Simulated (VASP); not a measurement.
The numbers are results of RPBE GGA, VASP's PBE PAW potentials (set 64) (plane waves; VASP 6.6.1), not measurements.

VASP input:

File POSCAR:
```
SnTe
1
   -0.0000000000     3.2421414450     3.2421414450
    3.2421414450     0.0000000000     3.2421414450
    3.2421414450     3.2421414450    -0.0000000000
Sn Te
1 1
Direct
  0.0000000000   1.0000000000   0.0000000000
  0.5000000000   0.5000000000   0.5000000000
```

File KPOINTS:
```
Automatic mesh
0
Gamma
8 8 8
0 0 0
```

**INCAR**
```
ALGO=Normal
EDIFF=1E-7
ENCUT=520
GGA=RP
ISIF=2
ISMEAR=-5
LASPH=.TRUE.
LCHARG=.TRUE.
LMAXMIX=4
LORBIT=11
LREAL=.FALSE.
LWAVE=.FALSE.
NEDOS=601
NELM=100
PREC=Accurate
SYSTEM=SnTe
```

POTCAR, in this order: Sn_d Te (PBE.64 set). Program: vasp_std.

Output

File OUTCAR:
```
 ion  position               nearest neighbor table
   1  0.000  0.000  0.000-   2 3.24   2 3.24   2 3.24   2 3.24   2 3.24   2 3.24
   2  0.500  0.500  0.500-   1 3.24   1 3.24   1 3.24   1 3.24   1 3.24   1 3.24
  LATTYP: Found a face centered cubic cell.
 ALAT       =     6.4842828900
 Subroutine PRICEL returns:
 Original cell was already a primitive cell.
 Subroutine GETGRP returns: Found 48 space group operations
The static configuration has the point symmetry O_h .
The dynamic configuration has the point symmetry O_h .
 Subroutine INISYM returns: Found 48 space group operations
 Subroutine IBZKPT returns following result:
 Found     29 irreducible k-points:

 Following reciprocal coordinates:
            Coordinates               Weight
  0.000000  0.000000  0.000000      1.000000
  0.125000  0.000000  0.000000      8.000000
  0.250000  0.000000  0.000000      8.000000
  0.375000  0.000000  0.000000      8.000000
  0.500000  0.000000  0.000000      4.000000
  0.125000  0.125000  0.000000      6.000000
  0.250000  0.125000  0.000000     24.000000
  0.375000  0.125000  0.000000     24.000000
  0.500000  0.125000  0.000000     24.000000
 -0.375000  0.125000  0.000000     24.000000
 -0.250000  0.125000  0.000000     24.000000
 -0.125000  0.125000  0.000000     12.000000
  0.250000  0.250000  0.000000      6.000000
  0.375000  0.250000  0.000000     24.000000
  0.500000  0.250000  0.000000     24.000000
 -0.375000  0.250000  0.000000     24.000000
 -0.250000  0.250000  0.000000     12.000000
  0.375000  0.375000  0.000000      6.000000
  0.500000  0.375000  0.000000     24.000000
 -0.375000  0.375000  0.000000     12.000000
  0.500000  0.500000  0.000000      3.000000
  0.375000  0.250000  0.125000     24.000000
  0.500000  0.250000  0.125000     48.000000
 -0.375000  0.250000  0.125000     24.000000
...
```

**OSZICAR**
```
       N       E                     dE             d eps       ncg     rms          rms(c)
DAV:   1     0.121702503819E+03    0.12170E+03   -0.97713E+03   818   0.159E+03
DAV:   2     0.398505247401E+01   -0.11772E+03   -0.11606E+03   848   0.363E+02
DAV:   3    -0.665251504895E+01   -0.10638E+02   -0.10611E+02  1052   0.992E+01
DAV:   4    -0.693809923659E+01   -0.28558E+00   -0.28549E+00   942   0.178E+01
DAV:   5    -0.694876191478E+01   -0.10663E-01   -0.10663E-01  1200   0.319E+00    0.376E+00
DAV:   6    -0.686889696721E+01    0.79865E-01   -0.20939E-01   952   0.315E+00    0.234E+00
DAV:   7    -0.687220212462E+01   -0.33052E-02   -0.70901E-02   974   0.138E+00    0.909E-01
DAV:   8    -0.687471459293E+01   -0.25125E-02   -0.92399E-03   836   0.919E-01    0.169E-01
DAV:   9    -0.687482431957E+01   -0.10973E-03   -0.81242E-04  1090   0.313E-01    0.625E-02
DAV:  10    -0.687493921600E+01   -0.11490E-03   -0.19486E-04   824   0.953E-02    0.229E-02
DAV:  11    -0.687496623738E+01   -0.27021E-04   -0.80421E-05   842   0.717E-02    0.181E-02
DAV:  12    -0.687496667835E+01   -0.44096E-06   -0.37641E-06  1046   0.146E-02    0.117E-02
DAV:  13    -0.687496584740E+01    0.83095E-06   -0.20763E-06   818   0.101E-02    0.410E-03
DAV:  14    -0.687496594435E+01   -0.96955E-07   -0.48698E-07   944   0.711E-03
   1 F= -.68749659E+01 E0= -.68749659E+01  d E =0.000000E+00
```

File OUTCAR:
```
------------------------ aborting loop because EDIFF is reached ----------------------------------------
  FORCE on cell =-STRESS in cart. coord.  units (eV):
  Direction    XX          YY          ZZ          XY          YZ          ZX
  --------------------------------------------------------------------------------------
  Total        0.0022836      0.0022836      0.0022836     -0.0000000     -0.0000000      0.0000000
  in kB        0.0536787      0.0536787      0.0536787     -0.0000000     -0.0000000      0.0000000
  external PRESSURE =       0.0536787 kB  Pullay stress =       0.0000000 kB
  volume of cell :       68.16
      direct lattice vectors                 reciprocal lattice vectors
     0.000000000  3.242141445  3.242141445    -0.154219058  0.154219058  0.154219058
     3.242141445  0.000000000  3.242141445     0.154219058 -0.154219058  0.154219058
     3.242141445  3.242141445  0.000000000     0.154219058  0.154219058 -0.154219058
 POSITION                                       TOTAL-FORCE (eV/Angst)
 -----------------------------------------------------------------------------------
      0.00000      0.00000      0.00000         0.000000      0.000000      0.000000
      3.24214      3.24214      3.24214         0.000000      0.000000     -0.000000
 -----------------------------------------------------------------------------------
    total drift:                               -0.000000      0.000000      0.000000
  FREE ENERGIE OF THE ION-ELECTRON SYSTEM (eV)
  ---------------------------------------------------
  free  energy   TOTEN  =        -6.8749659444 eV

  energy  without entropy=       -6.8749659444  energy(sigma->0) =       -6.87496594

 total charge

# of ion       s       p       d       tot
------------------------------------------
    1        1.386   0.666   9.972  12.025
    2        1.376   1.961   0.022   3.359
--------------------------------------------------
tot          2.763   2.627   9.994  15.384
```
(Selected blocks of OUTCAR.)

The compound is SnTe in the rock salt structure, which distorts at low temperature. It was relaxed first, which changed the volume by +8 %.
